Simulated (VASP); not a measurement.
## K15NaBr16 (a cell with a defect): single point with PBE

Crystal: K15NaBr16 (a cell with a defect).

```
Na K Br
1.0
     0.00000    8.08700    8.08700
     8.08700    0.00000    8.08700
     8.08700    8.08700    0.00000
Na K Br
1 15 16
Direct
  0.00000 0.00000 0.00000
  0.50000 0.00000 0.00000
  0.00000 0.50000 0.00000
  0.00000 0.00000 0.50000
  0.25000 0.25000 0.25000
  0.50000 0.50000 0.00000
  0.50000 0.00000 0.50000
  0.75216 0.24784 0.24784
  0.00000 0.50000 0.50000
  0.24784 0.75216 0.24784
  0.24784 0.24784 0.75216
  0.50000 0.50000 0.50000
  0.75216 0.75216 0.24784
  0.75216 0.24784 0.75216
  0.24784 0.75216 0.75216
  0.75000 0.75000 0.75000
  0.12269 0.12269 0.12269
  0.63193 0.12269 0.12269
  0.12269 0.63193 0.12269
  0.12269 0.12269 0.63193
  0.37430 0.37430 0.37430
  0.62570 0.62570 0.12290
  0.62570 0.12290 0.62570
  0.87710 0.37430 0.37430
  0.12290 0.62570 0.62570
  0.37430 0.87710 0.37430
  0.37430 0.37430 0.87710
  0.62570 0.62570 0.62570
  0.87731 0.87731 0.36807
  0.87731 0.36807 0.87731
  0.36807 0.87731 0.87731
  0.87731 0.87731 0.87731
```

```json
{
  "Program": "VASP 6.6.1",
  "Task": "single point",
  "Functional": "PBE",
  "Potentials or basis": "VASP PAW PBE potentials, release 64 (Na_pv, K_sv, Br)",
  "Cutoff": "520 eV",
  "k mesh": "2 × 2 × 2",
  "Occupations": "fermi-dirac, width 0.01 eV",
  "Spin": "no spin polarisation",
  "Dipole correction": "no",
  "Further INCAR settings": "LREAL = Auto; ALGO = Fast; EDIFF = 1e-07; NBANDS = 149"
}
```

The pressure is -0.2 GPa, the largest force is 0.013 eV/Å and the band gap on the k mesh is 3.71 eV, direct.

Forces in eV/Å, atoms in the order of the input:
```
Na   0.000  0.000  0.000
K    0.000  0.000  0.000
K    0.000  0.000  0.000
K    0.000  0.000  0.000
K    0.000  0.000  0.000
K    0.000  0.000  0.000
K    0.000  0.000  0.000
K   -0.008  0.000  0.000
K    0.000  0.000  0.000
K    0.000 -0.008  0.000
K    0.000  0.000 -0.008
K    0.000  0.000  0.000
K    0.000  0.000  0.008
K    0.000  0.008  0.000
K    0.008  0.000  0.000
K    0.000  0.000  0.000
Br  -0.007 -0.007 -0.007
Br  -0.007  0.007  0.007
Br   0.007 -0.007  0.007
Br   0.007  0.007 -0.007
Br   0.000  0.000  0.000
Br   0.000  0.000  0.000
Br   0.000  0.000  0.000
Br   0.000  0.000  0.000
Br   0.000  0.000  0.000
Br   0.000  0.000  0.000
Br   0.000  0.000  0.000
Br   0.000  0.000  0.000
Br  -0.007 -0.007  0.007
Br  -0.007  0.007 -0.007
Br   0.007 -0.007 -0.007
Br   0.007  0.007  0.007
```

Levels at points of the mesh, in eV from the valence-band top:
| k point | band 125 | band 126 | band 127 | band 128 | band 129 | band 130 |
| --- | --- | --- | --- | --- | --- | --- |
| (0.00, 0.00, 0.00) | -0.01 | -0.01 | 0.00 | 3.71 | 4.91 | 5.26 |
| (0.50, 0.00, 0.00) | -0.29 | -0.29 | -0.28 | 4.59 | 4.82 | 5.40 |
| (0.50, 0.50, 0.00) | -0.12 | -0.12 | -0.11 | 4.72 | 4.97 | 5.35 |

Run time: 25 min on 1 thread of Intel(R) Xeon(R) 6975P-C (Granite Rapids), with other jobs on the host, peak memory 1.5 GiB.

As with any semilocal functional, this PBE gap is likely too small.
